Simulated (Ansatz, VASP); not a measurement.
# Cross-check of InAs between VASP and Ansatz

Wanted: the spread between two codes on one cell, functional and k mesh. The cell is taken from a series of runs on this material, whose earlier steps may have relaxed, scaled, displaced or heated it; both programs get it as it stands.

Main program and level: Ansatz 0.2.0; plane waves, with VASP 6.6.1 beside it; zone-centre phonons at PBEsol.

### 1. Set-up

It takes space group F-43m (No. 216, cubic). The conventional cell has a = 6.091 Å, b = 6.091 Å, c = 6.091 Å, α = 90.00°, β = 90.00°, γ = 90.00°. Nearest to In lie 4 As at 2.64 Å. Nearest to As lie 4 In at 2.64 Å. Farther neighbours are not listed.

As a file:

```cif
data_structure
_symmetry_space_group_name_H-M 'P 1'
_symmetry_Int_Tables_number 1
_cell_length_a 4.3069
_cell_length_b 4.3069
_cell_length_c 4.3069
_cell_angle_alpha 60.000
_cell_angle_beta 60.000
_cell_angle_gamma 60.000
_cell_volume 56.49
loop_
_atom_site_label
_atom_site_type_symbol
_atom_site_fract_x
_atom_site_fract_y
_atom_site_fract_z
_atom_site_occupancy
In1 In 0.00000 0.00000 0.00000 1
As2 As 0.25000 0.25000 0.25000 1
```

### 2. VASP: zone-centre phonons, PBEsol

Second derivatives magnify differences that forces hide, and they need a tight electronic threshold.

Lines of VASP's logs that name or quote its potential files are left out, and so is its time.

The input, INCAR:

```
SYSTEM = InAs
PREC = Accurate
ENCUT = 500
EDIFF = 1E-08
NELM = 120
ISMEAR = -1
SIGMA = 0.15
LREAL = .FALSE.
ALGO = Normal
GGA = PS
NBANDS = 15
LORBIT = 11
LWAVE = .FALSE.
LCHARG = .FALSE.
ISIF = 2
IBRION = 8
LASPH = .TRUE.
GGA_COMPAT = .FALSE.
KPAR = 2
```

The input, POSCAR:

```
InAs
1.0
    0.0000000000      3.0454221075      3.0454221075
    3.0454221075      0.0000000000      3.0454221075
    3.0454221075      3.0454221075      0.0000000000
In As
1 1
Direct
    0.0000000000      0.0000000000      0.0000000000
    0.2500000000      0.2500000000      0.2500000000
```

The input, KPOINTS:

```
Automatic mesh
0
Gamma
12 12 12
0 0 0
```

Potentials, in the order of the species: In_d and As (PBE family, release 64).

Command:

```
mpirun -np 2 vasp_std
```

Numbers of over 12 decimals in the logs are rounded to 6 here.

Log:

```text
[banner, memory and clock lines left out]
running    2 mpi-ranks, on    1 nodes
 distrk:  each k-point on    1 cores,    2 groups
 distr:  one band on    1 cores,    1 groups

 POSCAR found type information on POSCAR InAs
 POSCAR found :  2 types and       2 ions
|                                                                             |
|               ----> ADVICE to this user running VASP <----                  |
|                                                                             |
|     You enforced a specific xc type in the INCAR file but a different       |
|     [... a line on the potential file left out ...]
|     I HOPE YOU KNOW WHAT YOU ARE DOING!                                     |
|                                                                             |

 LDA part: xc-table for (Slater+PW92), standard interpolation
 POSCAR, INCAR and KPOINTS ok, starting setup
 FFT: planning ... GRIDC
 FFT: planning ... GRID_SOFT
 FFT: planning ... GRID
 WAVECAR not read
 entering main loop
       N       E                     dE             d eps       ncg     rms          rms(c)
DAV:   1     0.110284863906E+03    0.11028E+03   -0.81698E+03  2160   0.126E+03
DAV:   2    -0.130711585119E+01   -0.11159E+03   -0.10745E+03  2342   0.293E+02
DAV:   3    -0.858718187773E+01   -0.72801E+01   -0.72412E+01  2706   0.775E+01
DAV:   4    -0.877396797591E+01   -0.18679E+00   -0.18672E+00  2770   0.139E+01
DAV:   5    -0.878158020465E+01   -0.76122E-02   -0.76121E-02  3169   0.235E+00    0.429E+00
DAV:   6    -0.852316839929E+01    0.25841E+00   -0.39689E-01  3413   0.118E+01    0.236E+00
DAV:   7    -0.849298586787E+01    0.30183E-01   -0.10731E-01  3038   0.335E+00    0.680E-01
DAV:   8    -0.849145718766E+01    0.15287E-02   -0.12392E-02  2865   0.135E+00    0.187E-01
DAV:   9    -0.849170048391E+01   -0.24330E-03   -0.87929E-04  2657   0.290E-01    0.106E-01
DAV:  10    -0.849176673283E+01   -0.66249E-04   -0.12270E-04  3381   0.157E-01    0.658E-02
DAV:  11    -0.849178531219E+01   -0.18579E-04   -0.55563E-05  2419   0.107E-01    0.508E-02
DAV:  12    -0.849178525355E+01    0.58638E-07   -0.59099E-06  2517   0.264E-02    0.857E-03
DAV:  13    -0.849178536051E+01   -0.10696E-06   -0.11952E-06  2818   0.620E-03    0.390E-03
DAV:  14    -0.849178530647E+01    0.54040E-07   -0.67616E-08  2608   0.255E-03    0.153E-03
DAV:  15    -0.849178535521E+01   -0.48741E-07   -0.25722E-09  2067   0.769E-04    0.529E-04
DAV:  16    -0.849178537047E+01   -0.15264E-07   -0.16194E-09  1535   0.337E-04    0.105E-04
DAV:  17    -0.849178537202E+01   -0.15486E-08   -0.95903E-10  1367   0.223E-04
   1 F= -.84917854E+01 E0= -.84899572E+01  d E =-.365641E-02
 Linear response reoptimize wavefunctions to high precision
DAV:   1    -0.849178537313E+01   -0.11044E-08   -0.16231E-10  1738   0.155E-04
DAV:   2    -0.849178537313E+01   -0.65938E-11   -0.45973E-11  1276   0.635E-05
 Linear response DOF=           2
 Linear response progress:
  Degree of freedom:   1/  2
       N       E                     dE             d eps       ncg     rms          rms(c)
RMM:   1    -0.233431069192E+00   -0.23343E+00   -0.98234E-02 11341   0.485E+00
RMM:   2    -0.235924206997E+00   -0.24931E-02   -0.12862E-02 14234   0.102E+00    0.769E-02
RMM:   3    -0.235855589116E+00    0.68618E-04   -0.15339E-03 15422   0.317E-01    0.375E-02
RMM:   4    -0.235640795673E+00    0.21479E-03   -0.14454E-04 15892   0.108E-01    0.207E-02
RMM:   5    -0.235579569495E+00    0.61226E-04   -0.28667E-05 16373   0.396E-02    0.730E-03
RMM:   6    -0.235573197184E+00    0.63723E-05    0.19264E-07 16421   0.136E-02    0.188E-03
RMM:   7    -0.235583863494E+00   -0.10666E-04    0.15884E-06 16753   0.403E-03    0.794E-04
RMM:   8    -0.235583148254E+00    0.71524E-06    0.28514E-07 16572   0.169E-03    0.321E-04
RMM:   9    -0.235583052679E+00    0.95575E-07    0.11951E-06 17477   0.740E-04    0.105E-04
RMM:  10    -0.235583092016E+00   -0.39337E-07    0.70015E-07 17377   0.309E-04    0.207E-05
RMM:  11    -0.235583190826E+00   -0.98810E-07    0.49538E-07 17510   0.153E-04    0.210E-05
RMM:  12    -0.235583235009E+00   -0.44183E-07    0.24993E-07 17973   0.826E-05    0.160E-05
RMM:  13    -0.235583250896E+00   -0.15887E-07    0.14435E-07 16058   0.527E-05    0.190E-05
 first order change of Fermi-energy  -0.32150E-04
 force on displaced ion       1 direction 1 :  -7.250  -0.000  -0.000
 Linear response progress:
  Degree of freedom:   2/  2
       N       E                     dE             d eps       ncg     rms          rms(c)
RMM:   1    -0.466134297194E-01   -0.46613E-01    0.65559E-02 17160   0.152E+00
RMM:   2    -0.443526147665E-01    0.22608E-02    0.14305E-03 13247   0.554E-01    0.105E-01
RMM:   3    -0.450262921037E-01   -0.67368E-03   -0.17832E-03 15499   0.232E-01    0.461E-02
RMM:   4    -0.452288301087E-01   -0.20254E-03   -0.13717E-04 15719   0.776E-02    0.111E-02
RMM:   5    -0.452693204771E-01   -0.40490E-04   -0.15673E-05 16094   0.307E-02    0.504E-03
RMM:   6    -0.452553409043E-01    0.13980E-04   -0.18455E-06 15665   0.836E-03    0.151E-03
RMM:   7    -0.452534062939E-01    0.19346E-05   -0.16565E-07 17021   0.247E-03    0.945E-04
RMM:   8    -0.452542038618E-01   -0.79757E-06   -0.11362E-07 15620   0.109E-03    0.437E-04
RMM:   9    -0.452548265520E-01   -0.62269E-06    0.49846E-08 16343   0.357E-04    0.945E-05
RMM:  10    -0.452548697076E-01   -0.43156E-07    0.21767E-08 17554   0.140E-04    0.547E-05
RMM:  11    -0.452548670615E-01    0.26460E-08   -0.77767E-08 16798   0.535E-05    0.106E-05
 first order change of Fermi-energy   0.24925E-03
 force on displaced ion       2 direction 1 :  -7.281   0.000   0.000
 Linear response finished
```

OUTCAR, selected parts (step 2):

```text
ion  position               nearest neighbor table
   1  0.000  0.000  0.000-   2 2.64   2 2.64   2 2.64   2 2.64
   2  0.250  0.250  0.250-   1 2.64   1 2.64   1 2.64   1 2.64

  LATTYP: Found a face centered cubic cell.
 ALAT       =     6.0908442150

 Subroutine GETGRP returns: Found 24 space group operations
 (whereof 24 operations were pure point group operations)

The static configuration has the point symmetry T_d .

 Found     72 irreducible k-points:

   k-points           NKPTS =     72   k-points in BZ     NKDIM =     72   number of bands    NBANDS=     15

   dimension x,y,z NGX =    32 NGY =   32 NGZ =   32
   dimension x,y,z NGXF=    64 NGYF=   64 NGZF=   64

   ENCUT  =  500.0 eV  36.75 Ry    6.06 a.u.   7.85  7.85  7.85*2*pi/ulx,y,z

   NELECT =      18.0000    total number of electrons

 k-points in reciprocal lattice and weights: Automatic mesh
   0.00000000  0.00000000  0.00000000       0.001
   0.08333333  0.00000000  0.00000000       0.005
   0.16666667  0.00000000  0.00000000       0.005
   0.25000000  0.00000000  0.00000000       0.005
   0.33333333  0.00000000  0.00000000       0.005
   0.41666667  0.00000000  0.00000000       0.005
   0.50000000  0.00000000  0.00000000       0.002
   0.08333333  0.08333333  0.00000000       0.003
   0.16666667  0.08333333  0.00000000       0.014
[...]
-0.33333333  0.50000000  0.16666667       0.007
  -0.25000000  0.50000000  0.25000000       0.003

 average (electrostatic) potential at core
       1 -96.6179       2 -49.7025

  Total        0.0010325      0.0010325      0.0010325      0.0000000      0.0000000     -0.0000000
  in kB        0.0292833      0.0292833      0.0292833      0.0000000      0.0000000     -0.0000000
  external PRESSURE =       0.0292833 kB  Pullay stress =       0.0000000 kB

  energy-cutoff  :      500.00
  volume of cell :       56.49
      direct lattice vectors                 reciprocal lattice vectors
     0.000000000  3.045422107  3.045422107    -0.164180853  0.164180853  0.164180853
     3.045422107  0.000000000  3.045422107     0.164180853 -0.164180853  0.164180853
     3.045422107  3.045422107  0.000000000     0.164180853  0.164180853 -0.164180853

 POSITION                                       TOTAL-FORCE (eV/Angst)
 -----------------------------------------------------------------------------------
      0.00000      0.00000      0.00000         0.000000     -0.000000      0.000000
      1.52271      1.52271      1.52271        -0.000000      0.000000     -0.000000
 -----------------------------------------------------------------------------------
    total drift:                                0.000000      0.000000     -0.000000

 Eigenvectors and eigenvalues of the dynamical matrix
 ----------------------------------------------------

   1 f  =    6.259544 THz    39.329876 2PiTHz  208.795918 cm-1    25.887383 meV
             X         Y         Z           dx          dy          dz
      0.000000  0.000000  0.000000     0.618458   -0.102377   -0.029722
      1.522711  1.522711  1.522711    -0.767239    0.127005    0.036872

   2 f  =    6.259544 THz    39.329876 2PiTHz  208.795918 cm-1    25.887383 meV
             X         Y         Z           dx          dy          dz
      0.000000  0.000000  0.000000     0.010590    0.233112   -0.582582
      1.522711  1.522711  1.522711    -0.013138   -0.289191    0.722732

   3 f  =    6.259544 THz    39.329876 2PiTHz  208.795918 cm-1    25.887383 meV
             X         Y         Z           dx          dy          dz
      0.000000  0.000000  0.000000     0.106076    0.573614    0.231452
      1.522711  1.522711  1.522711    -0.131595   -0.711606   -0.287132

   4 f/i=    0.006453 THz     0.040549 2PiTHz    0.215265 cm-1     0.026690 meV
             X         Y         Z           dx          dy          dz
      0.000000  0.000000  0.000000    -0.049079   -0.104262   -0.769978
      1.522711  1.522711  1.522711    -0.039562   -0.084044   -0.620666

   5 f/i=    0.006453 THz     0.040549 2PiTHz    0.215265 cm-1     0.026690 meV
             X         Y         Z           dx          dy          dz
      0.000000  0.000000  0.000000    -0.722193   -0.278511    0.083746
      1.522711  1.522711  1.522711    -0.582148   -0.224503    0.067507

   6 f/i=    0.006453 THz     0.040549 2PiTHz    0.215265 cm-1     0.026690 meV
             X         Y         Z           dx          dy          dz
      0.000000  0.000000  0.000000     0.286659   -0.719518    0.079158
      1.522711  1.522711  1.522711     0.231071   -0.579991    0.063808

 ELASTIC MODULI CONTR FROM IONIC RELAXATION (kBar)
 Direction    XX          YY          ZZ          XY          YZ          ZX
 --------------------------------------------------------------------------------
 XX          -0.0000     -0.0000     -0.0000      0.0000     -0.0000      0.0000
 YY          -0.0000     -0.0000     -0.0000      0.0000      0.0000      0.0000
 ZZ          -0.0000     -0.0000     -0.0000      0.0000      0.0000      0.0000
 XY           0.0000      0.0000      0.0000   -202.8463      0.0000      0.0000
 YZ          -0.0000      0.0000      0.0000      0.0000   -202.8463     -0.0000
 ZX           0.0000      0.0000      0.0000      0.0000     -0.0000   -202.8463
 --------------------------------------------------------------------------------
```

### 3. Ansatz: zone-centre phonons, PBEsol

Ansatz runs on norm-conserving files, of PseudoDojo where its log says so.

The same cell, functional, mesh and smearing now go to Ansatz, which takes its cutoff from its data sets.

The input, input.yaml:

```yaml
crystal:
  lattice:
    - [0.0, 3.0454221075, 3.0454221075]
    - [3.0454221075, 0.0, 3.0454221075]
    - [3.0454221075, 3.0454221075, 0.0]
  atoms:
    - { symbol: In, position: [0.0, 0.0, 0.0] }
    - { symbol: As, position: [0.25, 0.25, 0.25] }
kpoints:
  mp_grid: { grid: [12, 12, 12] }
hamiltonian:
  xc: pbesol
  pseudopotentials: { kind: nc, accuracy: standard }
scf:
  occupations: { method: fermi_dirac, width: 0.15 }
output:
  eigenvalues: true
phonons:
  method: dfpt
```

Command:

```
ansatz run input.yaml --threads 8 --pin off --max-ram 14336MiB --backend cpu --events-out ev --progress --plain --runs-dir out
```

Log:

```text
zone centre: on kpoints.mp_grid the ground state, and the responses unless they are solved on pairs of k-points, stand on 163 of the mesh's 1728 k-points, reduced under 8 symmetry operations, with k and −k counted as one. Each operation leaves every solved displacement unchanged or reverses it
Engine: ansatz 0.2.0, x86_64-unknown-linux-gnu
Pseudopotentials: kind: nc
Pseudopotential: In, nc, valence charge 13, recommended cutoff 952.398519 eV (normal), In.nc.azcp (PseudoDojo's, or run here from an input of PseudoDojo's; its table is named by hamiltonian.pseudopotentials.accuracy)
Pseudopotential: As, nc, valence charge 15, recommended cutoff 1142.878222 eV (normal), As.nc.azcp (PseudoDojo's, or run here from an input of PseudoDojo's; its table is named by hamiltonian.pseudopotentials.accuracy)
Functional definition: PBEsol
  exchange = pbesol_x
  correlation = pbesol_c
Crystal: 2 atoms, lattice volume = 56.490 Å³
Basis set: ecut = 1142.878222 eV, 4957 PW (Γ), exchange–correlation on 96×96×96 points (8 copies of the dense FFT grid, shifted against one another)
Bands: 18, of which v1, the nominal top of the filled ones, is band 14 counted from 1 (13 counted from 0)
Symmetry: 24 space group operations
k-points: 163 of 1728 (irreducible under 8 space group operations, time reversal used)
Non-local potential: In, projectors of the file, l = 0: 2, l = 1: 2, l = 2: 2
Non-local potential: As, projectors of the file, l = 0: 2, l = 1: 2, l = 2: 2
Initial density: superposition of atomic densities (chi_scale 0.1, normalization cell, long waves kept (reshape's long-wave potential 0.00 eV rms))
Initial wavefunctions: pseudopotential atomic-orbital guess
Functional: x = pbesol(κ = 0.804, μ = 0.123457), c = pbesol(β = 0.046)
SCF iter   1: F=—  HF=-4687.122698 eV  |F-HF|=—  |Δ(HF+E_count)|=         —  Δρ=2.85e-2  dr2=3.36e-1  ethr=3.10e-3  ⟨swp⟩=6.3  Hψ=15098  notcnv=0
preconditioner: auto → none  [insulator: Δε(μ)=0.766 eV  Ē_g=14.643 eV  σ=0.150 eV  W_gap=0.86  n_scr=14 (ndim 8)  ℏωp=21.0 eV  f_vac=0.015  D(μ)=0.03/eV (n_scr^D=0)  ε∞_Penn≈3.0]
SCF iter   2: F=—  HF=-4687.038979 eV  |F-HF|=—  |Δ(HF+E_count)|=   8.37e-2  Δρ=1.20e-2  dr2=6.01e-2  ethr=1.20e-3  ⟨swp⟩=1.2  Hψ=4272  notcnv=0
SCF iter   3: F=—  HF=-4687.027787 eV  |F-HF|=—  |Δ(HF+E_count)|=   1.12e-2  Δρ=1.88e-3  dr2=4.88e-4  ethr=2.14e-4  ⟨swp⟩=2.0  Hψ=3749  notcnv=0
SCF iter   4: F=—  HF=-4687.028066 eV  |F-HF|=—  |Δ(HF+E_count)|=   2.79e-4  Δρ=5.40e-4  dr2=1.20e-4  ethr=1.74e-6  ⟨swp⟩=3.2  Hψ=6708  notcnv=0
SCF iter   5: F=—  HF=-4687.028014 eV  |F-HF|=—  |Δ(HF+E_count)|=   5.16e-5  Δρ=1.41e-4  dr2=5.36e-6  ethr=4.27e-7  ⟨swp⟩=2.0  Hψ=5222  notcnv=0
SCF iter   6: F=—  HF=-4687.028015 eV  |F-HF|=—  |Δ(HF+E_count)|=   8.96e-7  Δρ=5.82e-5  dr2=1.18e-6  ethr=1.91e-8  ⟨swp⟩=2.4  Hψ=5467  notcnv=0
SCF iter   7: F=—  HF=-4687.027901 eV  |F-HF|=—  |Δ(HF+E_count)|=   1.15e-4  Δρ=2.25e-5  dr2=1.82e-7  ethr=4.22e-9  ⟨swp⟩=2.4  Hψ=4904  notcnv=0
SCF iter   8: F=—  HF=-4687.027900 eV  |F-HF|=—  |Δ(HF+E_count)|=   6.46e-8  Δρ=2.44e-6  dr2=2.27e-9  ethr=6.51e-10  ⟨swp⟩=2.5  Hψ=5412  notcnv=0
SCF iter   9: F=—  HF=-4687.027900 eV  |F-HF|=—  |Δ(HF+E_count)|=   3.52e-9  Δρ=4.18e-7  dr2=5.70e-11  ethr=8.12e-12  ⟨swp⟩=4.1  Hψ=7810  notcnv=0
SCF iter  10: F=-4687.027900 eV  HF=-4687.027900 eV  |F-HF|=9.09e-13  |Δ(HF+E_count)|=  3.64e-11  Δρ=3.81e-8  dr2=2.93e-13  ethr=1.00e-12  ⟨swp⟩=11.7  Hψ=21318  notcnv=0
SCF 1 converged in 10 iterations: F = -4687.027900 eV  dr2 = 2.93e-13
DFPT response loops at Γ: preconditioner auto → Kerker (q_TF=auto, 2.427 Å⁻¹) (partly filled bands, converged f_vac=0.093); β = 1.00, the filter's whole step (`scf.mixing.beta` (0.50) is not read by the response loops under this deck's `scf.mixing.preconditioner`; to damp them name `kerker` or `kerker_dos`, under which they read `scf.mixing.beta`, and type it under 1.00, their step now; both keys bind the ground state too); Broyden in place of MSR1
SCF converged after 10 iterations
Free energy (F): -4687.027900 eV
Harris-Foulkes:  -4687.027900 eV  (|F-HF|=9.09e-13)
Internal energy: -4687.024241 eV  (E = F + TS)
E sigma→0 (E₀):  -4687.026071 eV
Entropy (-TS):   -0.003660 eV (-1.830 meV/atom)
Fermi energy:    8.034630 eV
--- Per-component energies (eV) ---
  E_band       = -316.680642
  E_kinetic    = 3208.720055
  E_local      = -3824.244377  (includes V_loc(G=0)·N_el)
  E_nonlocal   = -1821.398082
  E_hartree    = 1434.371850
  E_xc         = -1179.435510
  E_vxc        = -748.501926  (∫ρ·V_xc dr)
  E_ewald      = -2505.038177
  E_smearing   = -0.003660  (= −TS)
  E_closure    = 0.000000  (closes the sum)
  Σ components = -4687.027900   (vs F -4687.027900, Δ=0.00e0)
--- Band table (eV; the first three rows and the last of 163) ---
  k-point 0: bands = [... 10 lower, -4.0889, 7.2681, 7.6659, 7.6659, 7.6659, 11.5291, 11.5291, 11.5291]
  k-point 1: bands = [... 10 lower, -4.0189, 6.3178, 7.5771, 7.5771, 8.3746, 11.5432, 11.6614, 11.6614]
  k-point 2: bands = [... 10 lower, -3.8167, 5.1238, 7.3611, 7.3611, 8.7894, 11.8822, 11.9642, 11.9642]
  k-point 162: bands = [... 10 lower, -2.1134, 2.0227, 4.7737, 4.8590, 11.7609, 11.8780, 12.5425, 13.6473]
--- Phonons (Γ-DFPT): 2 representative perturbations + reference, on 163 of 1728 k-points (Σ response iterations 6) ---
  k mesh reduced under 8 symmetry operations, with k and −k counted as one. Each operation leaves every solved displacement unchanged or reverses it
  ASR residual: 9.790e-5 → 0.000e0 eV/Å²; symmetrization residual: 5.334e-5 eV/Å²
  ASR residual per site (eV/Å²): 9.79e-5 6.47e-5
  Γ frequencies (cm⁻¹): 0.00 0.00 0.00 209.09 209.09 209.09
  non-analytic LO–TO correction: not included (Born effective charges unavailable; polar crystals: no LO–TO splitting at Γ)
```

### 4. Comparison

Known differences besides the potentials themselves: the data sets hold 28 valence electrons in Ansatz (on norm-conserving files, of PseudoDojo where its log says so) and 18 in VASP; the cutoff is 1142.88 eV in Ansatz and 500 eV in VASP. Total energies have different zeros and are not compared.

Both answers:

```tsv
quantity	Ansatz	VASP	difference
optical mode 1 to 3 (cm⁻¹)	209.1	208.8	+0.14 %
```

Modes are paired by rising frequency, not by their patterns, so a pair may set unlike modes beside each other; they are those without the splitting of longitudinal modes.

### 5. What came out

```
r.m.s. difference of the optical zone-centre modes, each program's sorted by frequency (zone-centre phonons, PBEsol) : 0.29 cm⁻¹
```

The r.m.s. difference of the optical zone-centre modes, each program's sorted by frequency is 0.29 cm⁻¹ (zone-centre phonons, PBEsol). The data sets hold unlike numbers of valence electrons (28 in Ansatz and 18 in VASP), so part of the differences comes from the potentials. Such differences can come from data sets, numerical settings and the points named under the comparisons, not from the functional's error against experiment.

[Lines on the potential files, build, host, timing and source positions are cut from VASP's logs without a mark.]

[Logs are printed without paths, hosts, clocks, repeated set-up lines and the standing remarks that a program may print on its own settings, such as how far it seeks lower states.]

[Hosts, paths, dates, database ids (printed as entryN), source tags and the programs' standing remarks are cut or masked in the printed files.]
